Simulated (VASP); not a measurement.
Computed with PBEsol GGA, VASP's PBE PAW potentials (set 64) (plane waves; VASP 6.6.1).

The input files of a VASP run:

**INCAR**
```
SYSTEM = NiO
PREC = Accurate
ENCUT = 520
EDIFF = 1E-7
NELM = 100
ALGO = Normal
LREAL = .FALSE.
LASPH = .TRUE.
ISMEAR = -5
GGA = PS
LMAXMIX = 4
ISPIN = 2
MAGMOM = 1.3 -1.3 0.0 0.0
LORBIT = 11
LWAVE = .FALSE.
LCHARG = .TRUE.
NEDOS = 601
ISIF = 2
LEFG = .TRUE.
```

**KPOINTS**
```
Automatic mesh
0
Gamma
 10 10 10
0 0 0
```

### POSCAR
```
NiO
1
    4.1176733789     2.0566918651     2.0566918651
    2.0566918651     4.1176733789     2.0566918651
    2.0566918651     2.0566918651     4.1176733789
Ni O
2 2
Direct
  0.0000000000   0.0000000000   0.0000000000
  0.5000000000   0.5000000000   0.5000000000
  0.2500000000   0.2500000000   0.2500000000
  0.7500000000   0.7500000000   0.7500000000
```

POTCAR, in this order: Ni O (PBE.64 set). Program: vasp_std.

The run wrote:

### OSZICAR
```
       N       E                     dE             d eps       ncg     rms          rms(c)
DAV:   1     0.256122532961E+03    0.25612E+03   -0.15957E+04  9496   0.214E+03
DAV:   2     0.763568713803E+00   -0.25536E+03   -0.23877E+03  9556   0.412E+02
DAV:   3    -0.283373397677E+02   -0.29101E+02   -0.27584E+02 10620   0.157E+02
DAV:   4    -0.292853132422E+02   -0.94797E+00   -0.94113E+00 10392   0.301E+01
DAV:   5    -0.293124339911E+02   -0.27121E-01   -0.27097E-01 11244   0.476E+00    0.210E+01
DAV:   6    -0.266661895239E+02    0.26462E+01   -0.41202E+01 13992   0.109E+02    0.210E+01
DAV:   7    -0.252222573934E+02    0.14439E+01   -0.68993E+00 11884   0.779E+01    0.973E+00
DAV:   8    -0.253766537661E+02   -0.15440E+00   -0.20265E+00 10544   0.122E+01    0.619E+00
DAV:   9    -0.252898073783E+02    0.86846E-01   -0.14459E-01 14896   0.110E+01    0.149E+00
DAV:  10    -0.253038544830E+02   -0.14047E-01   -0.64320E-02 12956   0.340E+00    0.780E-01
DAV:  11    -0.253049157084E+02   -0.10612E-02   -0.94368E-03 13592   0.295E+00    0.173E-01
DAV:  12    -0.253051890693E+02   -0.27336E-03   -0.25787E-03 11916   0.499E-01    0.114E-01
DAV:  13    -0.253051323916E+02    0.56678E-04   -0.44617E-04 15620   0.288E-01    0.309E-02
DAV:  14    -0.253051376384E+02   -0.52469E-05   -0.46559E-05 10776   0.100E-01    0.288E-02
DAV:  15    -0.253051330871E+02    0.45514E-05   -0.17513E-05 14440   0.595E-02    0.661E-03
DAV:  16    -0.253051334177E+02   -0.33059E-06   -0.24881E-06 13312   0.234E-02    0.312E-03
DAV:  17    -0.253051333391E+02    0.78590E-07   -0.11921E-07  4996   0.828E-03
   1 F= -.25305133E+02 E0= -.25305133E+02  d E =0.000000E+00  mag=     0.0000
```

### OUTCAR
```
------------------------ aborting loop because EDIFF is reached ----------------------------------------
  FORCE on cell =-STRESS in cart. coord.  units (eV):
  Direction    XX          YY          ZZ          XY          YZ          ZX
  --------------------------------------------------------------------------------------
  Total        0.0119778      0.0119778      0.0119778     -0.0643747     -0.0643747     -0.0643747
  in kB        0.5488895      0.5488895      0.5488895     -2.9499986     -2.9499986     -2.9499986
  external PRESSURE =       0.5488895 kB  Pullay stress =       0.0000000 kB
  volume of cell :       34.96
      direct lattice vectors                 reciprocal lattice vectors
     4.117673379  2.056691865  2.056691865     0.363967500 -0.121238211 -0.121238211
     2.056691865  4.117673379  2.056691865    -0.121238211  0.363967500 -0.121238211
     2.056691865  2.056691865  4.117673379    -0.121238211 -0.121238211  0.363967500
 POSITION                                       TOTAL-FORCE (eV/Angst)
 -----------------------------------------------------------------------------------
      0.00000      0.00000      0.00000        -0.000000      0.000000      0.000000
      4.11553      4.11553      4.11553        -0.000000      0.000000      0.000000
      2.05776      2.05776      2.05776        -0.000000     -0.000000     -0.000000
      6.17329      6.17329      6.17329         0.000000     -0.000000     -0.000000
 -----------------------------------------------------------------------------------
    total drift:                                0.000000     -0.000000     -0.000000
  FREE ENERGIE OF THE ION-ELECTRON SYSTEM (eV)
  ---------------------------------------------------
  free  energy   TOTEN  =       -25.3051333391 eV

  energy  without entropy=      -25.3051333391  energy(sigma->0) =      -25.30513334

 total charge

# of ion       s       p       d       tot
------------------------------------------
    1        0.347   0.440   8.309   9.097
    2        0.347   0.440   8.309   9.097
    3        1.558   3.403   0.000   4.961
    4        1.558   3.403   0.000   4.961
--------------------------------------------------
tot          3.810   7.686  16.619  28.115

 magnetization (x)

# of ion       s       p       d       tot
------------------------------------------
    1       -0.011  -0.015   1.288   1.262
    2        0.011   0.015  -1.288  -1.262
    3        0.000   0.000   0.000   0.000
    4        0.000   0.000   0.000   0.000
--------------------------------------------------
tot          0.000   0.000   0.000   0.000
```
(Selected blocks of OUTCAR.)

**OUTCAR**
```
 val. band max:        7.8995803198   @ k =   0.3000   0.3000   0.1000

 cond. band min:       8.6185966233   @ k =   0.5000   0.3000   0.3000


 Fermi energy:         7.9357870554

 spin component 1

 k-point     1 :       0.0000    0.0000    0.0000
  band No.  band energies     occupation
      1     -12.2447      1.00000
      2     -10.6944      1.00000
      3      -0.1915      1.00000
      4       2.5683      1.00000
      5       2.5683      1.00000
      6       5.3073      1.00000
      7       5.3073      1.00000
      8       5.3276      1.00000
      9       5.9405      1.00000
     10       5.9405      1.00000
     11       6.0256      1.00000
     12       6.2513      1.00000
     13       6.2514      1.00000
     14       7.2442      1.00000
     15       7.2442      1.00000
     16       7.5693      1.00000
     17       9.8775      0.00000
     18       9.8776      0.00000
     19      10.1850      0.00000
     20      13.9380      0.00000

 k-point     2 :       0.1000    0.0000    0.0000
  band No.  band energies     occupation
      1     -12.1314      1.00000
      2     -10.6771      1.00000
      3      -0.0075      1.00000
      4       2.5023      1.00000
      5       2.5991      1.00000
      6       4.2595      1.00000
      7       4.8594      1.00000
      8       4.8689      1.00000
      9       5.9761      1.00000
     10       6.2339      1.00000
     11       6.2760      1.00000
     12       6.3910      1.00000
     13       6.7865      1.00000
     14       7.2889      1.00000
     15       7.3111      1.00000
     16       7.5472      1.00000
     17       9.4968      0.00000
     18       9.8006      0.00000
     19      10.8553      0.00000
     20      14.5880      0.00000

 k-point     3 :       0.2000    0.0000    0.0000
  band No.  band energies     occupation
      1     -11.8178      1.00000
      2     -10.6297      1.00000
      3       0.4849      1.00000
...
```

The compound is NiO in the rock salt, AFM-II order structure. It was relaxed first.
